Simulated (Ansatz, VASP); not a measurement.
# Cross-check of Ru (Ruthenium) between VASP and Ansatz

Wanted: the spread between two codes on one cell, functional and k mesh. The cell is taken from a series of runs on this material, whose earlier steps may have relaxed, scaled, displaced or heated it; both programs get it as it stands.

Program: Ansatz 0.2.0. Level of theory: plane waves, with VASP 6.6.1 beside it; zone-centre phonons at PBEsol. Results are calculated unless marked as measured.

**1. The structure**

The structure is hexagonal, space group P6_3/mmc (No. 194). The conventional cell has a = 2.717 Å, b = 2.717 Å, c = 4.226 Å, α = 90.00°, β = 90.00°, γ = 120.00°. Nearest to Ru lie 12 Ru at 2.63 to 2.72 Å.

Coordinates:

```xyz
2
Lattice="2.7174 0.0000 0.0000 -1.3587 2.3533 0.0000 0.0000 0.0000 4.2258" Properties=species:S:1:pos:R:3 pbc="T T T"
Ru    0.0000    1.5689    1.0564
Ru    1.3587    0.7844    3.1693
```

**2. VASP: zone-centre phonons, PBEsol**

Second derivatives magnify differences that forces hide, and they need a tight electronic threshold.

Lines of VASP's logs that name or quote its potential files are left out, and so is its time.

Contents of INCAR:

```
SYSTEM = Ru
PREC = Accurate
ENCUT = 500
EDIFF = 1E-08
NELM = 120
ISMEAR = 1
SIGMA = 0.2
LREAL = .FALSE.
ALGO = Normal
GGA = PS
NBANDS = 20
LASPH = .TRUE.
LORBIT = 11
LWAVE = .FALSE.
LCHARG = .FALSE.
ISIF = 2
IBRION = 8
GGA_COMPAT = .FALSE.
KPAR = 2
```

Contents of POSCAR:

```
Ru
1.0
    2.7174041542      0.0000000000      0.0000000000
   -1.3587020771      2.3533410299      0.0000000000
    0.0000000000      0.0000000000      4.2257581221
Ru
2
Direct
    0.3333333334      0.6666666668      0.2500000000
    0.6666666668      0.3333333334      0.7500000000
```

Contents of KPOINTS:

```
Automatic mesh
0
Gamma
18 18 12
0 0 0
```

Potentials, in the order of the species: Ru_pv (PBE family, release 64).

The run is started by

```bash
mpirun -np 2 vasp_std
```

Numbers of over 12 decimals in the logs are rounded to 6 here.

Output:

```text
[banner, memory and clock lines left out]
running    2 mpi-ranks, on    1 nodes
 distrk:  each k-point on    1 cores,    2 groups
 distr:  one band on    1 cores,    1 groups

 POSCAR found type information on POSCAR Ru
 POSCAR found :  1 types and       2 ions
|                                                                             |
|               ----> ADVICE to this user running VASP <----                  |
|                                                                             |
|     You enforced a specific xc type in the INCAR file but a different       |
|     [... a line on the potential file left out ...]
|     I HOPE YOU KNOW WHAT YOU ARE DOING!                                     |
|                                                                             |

 LDA part: xc-table for (Slater+PW92), standard interpolation
 POSCAR, INCAR and KPOINTS ok, starting setup
 FFT: planning ... GRIDC
 FFT: planning ... GRID_SOFT
 FFT: planning ... GRID
 WAVECAR not read
 entering main loop
       N       E                     dE             d eps       ncg     rms          rms(c)
DAV:   1     0.280633963757E+03    0.28063E+03   -0.17410E+04 10376   0.152E+03
DAV:   2    -0.160778467929E+02   -0.29671E+03   -0.28854E+03 10696   0.453E+02
DAV:   3    -0.218926024437E+02   -0.58148E+01   -0.57661E+01 11812   0.711E+01
DAV:   4    -0.219378373971E+02   -0.45235E-01   -0.45205E-01 13460   0.590E+00
DAV:   5    -0.219384516995E+02   -0.61430E-03   -0.61302E-03 11712   0.589E-01    0.195E+01
DAV:   6    -0.204265791569E+02    0.15119E+01   -0.35292E+00 12056   0.188E+01    0.490E+00
DAV:   7    -0.203405216507E+02    0.86058E-01   -0.58213E-01 11924   0.555E+00    0.972E-01
DAV:   8    -0.203325766352E+02    0.79450E-02   -0.25225E-02 11576   0.117E+00    0.405E-01
DAV:   9    -0.203309558710E+02    0.16208E-02   -0.27830E-03 11904   0.592E-01    0.465E-02
DAV:  10    -0.203309393007E+02    0.16570E-04   -0.18741E-04 11680   0.139E-01    0.238E-02
DAV:  11    -0.203309418406E+02   -0.25399E-05   -0.51665E-06 12152   0.213E-02    0.140E-03
DAV:  12    -0.203309417548E+02    0.85842E-07   -0.16656E-07 11732   0.375E-03    0.116E-03
DAV:  13    -0.203309417326E+02    0.22160E-07   -0.73052E-09  7760   0.890E-04    0.407E-04
DAV:  14    -0.203309417374E+02   -0.47671E-08   -0.50543E-10  7380   0.238E-04
   1 F= -.20330942E+02 E0= -.20330977E+02  d E =0.105267E-03
 Linear response reoptimize wavefunctions to high precision
DAV:   1    -0.203309417386E+02   -0.12565E-08   -0.78100E-11  7004   0.909E-05
DAV:   2    -0.203309417386E+02    0.12733E-10   -0.84371E-12  6896   0.245E-05
 Linear response DOF=           2
 Linear response progress:
  Degree of freedom:   1/  2
       N       E                     dE             d eps       ncg     rms          rms(c)
RMM:   1    -0.517963008774E+00   -0.51796E+00    0.29397E+00 46356   0.595E+01
RMM:   2    -0.618854828568E+00   -0.10089E+00   -0.11591E-01 63694   0.288E+00    0.148E-01
RMM:   3    -0.617486642536E+00    0.13682E-02   -0.33701E-03 74179   0.495E-01    0.673E-02
RMM:   4    -0.616113644155E+00    0.13730E-02   -0.48593E-04 74213   0.178E-01    0.254E-02
RMM:   5    -0.615925008078E+00    0.18864E-03   -0.41378E-05 87686   0.449E-02    0.103E-02
RMM:   6    -0.615825672970E+00    0.99335E-04   -0.51875E-05 77697   0.133E-02    0.659E-03
RMM:   7    -0.615816609677E+00    0.90633E-05   -0.43947E-05 77203   0.784E-03    0.728E-04
RMM:   8    -0.615835416351E+00   -0.18807E-04   -0.25893E-05 95883   0.255E-03    0.325E-04
RMM:   9    -0.615842587025E+00   -0.71707E-05   -0.15461E-05 88517   0.104E-03    0.773E-05
RMM:  10    -0.615843340525E+00   -0.75350E-06   -0.88501E-06100349   0.590E-04    0.195E-05
RMM:  11    -0.615843610425E+00   -0.26990E-06   -0.46696E-06 90304   0.383E-04    0.873E-06
RMM:  12    -0.615843597469E+00    0.12956E-07   -0.28163E-06 95523   0.287E-04    0.401E-06
RMM:  13    -0.615843531025E+00    0.66444E-07   -0.15642E-06101892   0.233E-04    0.171E-06
RMM:  14    -0.615843590635E+00   -0.59611E-07   -0.10641E-06 93682   0.206E-04    0.380E-07
[...]
RMM:  18    -0.615843614163E+00   -0.11896E-08   -0.23068E-07 74945   0.168E-04    0.203E-07
RMM:  19    -0.615843619369E+00   -0.52060E-08   -0.19227E-07 76976   0.166E-04    0.146E-07
RMM:  20    -0.615843617242E+00    0.21275E-08   -0.15431E-07 74069   0.165E-04    0.250E-07
RMM:  21    -0.615843617521E+00   -0.27866E-09   -0.13140E-07 73780   0.164E-04    0.296E-07
RMM:  22    -0.615843615217E+00    0.23032E-08   -0.12207E-07 73817   0.163E-04    0.405E-07
RMM:  23    -0.615843616667E+00   -0.14492E-08   -0.10336E-07 73556   0.163E-04    0.375E-07
RMM:  24    -0.615843619248E+00   -0.25818E-08   -0.10110E-07 74689   0.163E-04    0.282E-07
RMM:  25    -0.615843621608E+00   -0.23598E-08   -0.90202E-08 76171   0.163E-04    0.210E-07
 first order change of Fermi-energy   0.48884E-06
 force on displaced ion       1 direction 1 :  -7.926   0.001   0.000
 Linear response progress:
  Degree of freedom:   2/  2
       N       E                     dE             d eps       ncg     rms          rms(c)
RMM:   1    -0.628111233971E+00   -0.62811E+00    0.33856E+00 15980   0.602E+01
RMM:   2    -0.740926977139E+00   -0.11282E+00   -0.12935E-01 22099   0.299E+00    0.149E-01
RMM:   3    -0.740603548051E+00    0.32343E-03   -0.14874E-03 25697   0.462E-01    0.754E-02
RMM:   4    -0.739883415707E+00    0.72013E-03   -0.43542E-04 25318   0.173E-01    0.228E-02
RMM:   5    -0.739712976940E+00    0.17044E-03    0.25687E-04 29747   0.534E-02    0.138E-02
RMM:   6    -0.739634757377E+00    0.78220E-04    0.23078E-05 26507   0.156E-02    0.746E-03
RMM:   7    -0.739614831017E+00    0.19926E-04   -0.51279E-06 25783   0.918E-03    0.274E-03
RMM:   8    -0.739605595053E+00    0.92360E-05    0.27342E-05 28992   0.396E-03    0.688E-04
RMM:   9    -0.739614346831E+00   -0.87518E-05    0.10338E-05 28650   0.174E-03    0.957E-05
RMM:  10    -0.739614123772E+00    0.22306E-06    0.16069E-05 29593   0.805E-04    0.467E-05
RMM:  11    -0.739615921252E+00   -0.17975E-05    0.66305E-06 32324   0.463E-04    0.129E-05
RMM:  12    -0.739616504289E+00   -0.58304E-06    0.21178E-06 30472   0.332E-04    0.489E-06
RMM:  13    -0.739616321555E+00    0.18273E-06    0.39092E-06 33504   0.261E-04    0.188E-06
RMM:  14    -0.739616612532E+00   -0.29098E-06    0.11037E-06 33425   0.222E-04    0.153E-06
[...]
RMM:  23    -0.739616712945E+00   -0.44632E-08    0.45217E-07 29783   0.166E-04    0.655E-07
RMM:  24    -0.739616716542E+00   -0.35965E-08    0.41022E-07 25797   0.166E-04    0.993E-07
RMM:  25    -0.739616715652E+00    0.88984E-09    0.42985E-07 24463   0.165E-04    0.729E-07
RMM:  26    -0.739616716618E+00   -0.96593E-09    0.44813E-07 23696   0.165E-04    0.808E-07
RMM:  27    -0.739616725828E+00   -0.92103E-08    0.40661E-07 30401   0.166E-04    0.344E-07
RMM:  28    -0.739616735926E+00   -0.10098E-07    0.41892E-07 30815   0.166E-04    0.192E-07
RMM:  29    -0.739616734400E+00    0.15255E-08    0.42205E-07 24004   0.165E-04    0.228E-07
RMM:  30    -0.739616735049E+00   -0.64891E-09    0.41359E-07 23601   0.165E-04    0.931E-08
 first order change of Fermi-energy   0.11758E-03
 force on displaced ion       1 direction 3 :   0.000  -0.000 -13.746
 Linear response finished
```

From OUTCAR (step 2):

```text
ion  position               nearest neighbor table
   1  0.333  0.667  0.250-   2 2.63   2 2.63   2 2.63   2 2.63   2 2.63   2 2.63
   2  0.667  0.333  0.750-   1 2.63   1 2.63   1 2.63   1 2.63   1 2.63   1 2.63

  LATTYP: Found a hexagonal cell.
 ALAT       =     2.7174041542
 C/A-ratio  =     1.5550716354

 Subroutine GETGRP returns: Found 24 space group operations
 (whereof 12 operations were pure point group operations)

The static configuration has the point symmetry D_3d.
 The point group associated with its full space group is D_6h.

 Found    259 irreducible k-points:

   k-points           NKPTS =    259   k-points in BZ     NKDIM =    259   number of bands    NBANDS=     20

   dimension x,y,z NGX =    20 NGY =   20 NGZ =   32
   dimension x,y,z NGXF=    40 NGYF=   40 NGZF=   64

   ENCUT  =  500.0 eV  36.75 Ry    6.06 a.u.   4.95  4.95  7.70*2*pi/ulx,y,z

   NELECT =      28.0000    total number of electrons

 k-points in reciprocal lattice and weights: Automatic mesh
   0.00000000  0.00000000  0.00000000       0.000
   0.05555556 -0.00000000  0.00000000       0.002
   0.11111111 -0.00000000  0.00000000       0.002
   0.16666667 -0.00000000  0.00000000       0.002
   0.22222222 -0.00000000  0.00000000       0.002
   0.27777778  0.00000000  0.00000000       0.002
   0.33333333 -0.00000000  0.00000000       0.002
   0.38888889  0.00000000  0.00000000       0.002
   0.44444444 -0.00000000  0.00000000       0.002
[...]
0.33333333  0.27777778  0.50000000       0.003
   0.33333333  0.33333333  0.50000000       0.001

 average (electrostatic) potential at core
       1 -67.0521       2 -67.0521

  Total       -1.1582891     -1.1582891     -0.0177216      0.0000000      0.0000000      0.0000000
  in kB      -68.6726491    -68.6726491     -1.0506797      0.0000000      0.0000000      0.0000000
  external PRESSURE =     -46.1319926 kB  Pullay stress =       0.0000000 kB

  energy-cutoff  :      500.00
  volume of cell :       27.02
      direct lattice vectors                 reciprocal lattice vectors
     2.717404154  0.000000000  0.000000000     0.367998260  0.212463894  0.000000000
    -1.358702077  2.353341030  0.000000000     0.000000000  0.424927789  0.000000000
     0.000000000  0.000000000  4.225758122     0.000000000  0.000000000  0.236643928

 POSITION                                       TOTAL-FORCE (eV/Angst)
 -----------------------------------------------------------------------------------
      0.00000      1.56889      1.05644        -0.000000      0.000000      0.000000
      1.35870      0.78445      3.16932         0.000000     -0.000000     -0.000000
 -----------------------------------------------------------------------------------
    total drift:                               -0.000000     -0.000000      0.000000

 Eigenvectors and eigenvalues of the dynamical matrix
 ----------------------------------------------------

   1 f  =    8.153448 THz    51.229625 2PiTHz  271.969751 cm-1    33.719936 meV
             X         Y         Z           dx          dy          dz
      0.000000  1.568894  1.056440     0.000000    0.000000    0.707107
      1.358702  0.784447  3.169319     0.000000    0.000000   -0.707107

   2 f  =    6.191258 THz    38.900819 2PiTHz  206.518127 cm-1    25.604973 meV
             X         Y         Z           dx          dy          dz
      0.000000  1.568894  1.056440     0.000000    0.707107    0.000000
      1.358702  0.784447  3.169319    -0.000000   -0.707107    0.000000

   3 f  =    6.191258 THz    38.900819 2PiTHz  206.518127 cm-1    25.604973 meV
             X         Y         Z           dx          dy          dz
      0.000000  1.568894  1.056440    -0.707107   -0.000000    0.000000
      1.358702  0.784447  3.169319     0.707107   -0.000000    0.000000

   4 f  =    0.000000 THz     0.000001 2PiTHz    0.000003 cm-1     0.000000 meV
             X         Y         Z           dx          dy          dz
      0.000000  1.568894  1.056440    -0.266194    0.646899    0.103259
      1.358702  0.784447  3.169319    -0.266194    0.646899    0.103259

   5 f/i=    0.000000 THz     0.000000 2PiTHz    0.000001 cm-1     0.000000 meV
             X         Y         Z           dx          dy          dz
      0.000000  1.568894  1.056440     0.654987    0.260862    0.054255
      1.358702  0.784447  3.169319     0.654987    0.260862    0.054255

   6 f/i=    0.000000 THz     0.000001 2PiTHz    0.000005 cm-1     0.000001 meV
             X         Y         Z           dx          dy          dz
      0.000000  1.568894  1.056440    -0.011542   -0.116073    0.697419
      1.358702  0.784447  3.169319    -0.011542   -0.116073    0.697419

 ELASTIC MODULI CONTR FROM IONIC RELAXATION (kBar)
 Direction    XX          YY          ZZ          XY          YZ          ZX
 --------------------------------------------------------------------------------
 XX         -54.7977     54.7977      0.0000      0.0000     -0.0000      0.0000
 YY          54.7977    -54.7977     -0.0000     -0.0000      0.0000      0.0000
 ZZ           0.0000     -0.0000     -0.0000     -0.0000     -0.0000      0.0000
 XY           0.0000     -0.0000     -0.0000    -54.7977     -0.0000      0.0000
 YZ          -0.0000      0.0000     -0.0000     -0.0000     -0.0000      0.0000
 ZX           0.0000      0.0000      0.0000      0.0000      0.0000      0.0000
 --------------------------------------------------------------------------------
```

[end of part 1 of 2]

[Lines on the potential files, build, host, timing and source positions are cut from VASP's logs without a mark.]

[Logs are printed without paths, hosts, clocks, repeated set-up lines and the standing remarks that a program may print on its own settings, such as how far it seeks lower states.]

[Hosts, paths, dates, database ids (printed as entryN), source tags and the programs' standing remarks are cut or masked in the printed files.]
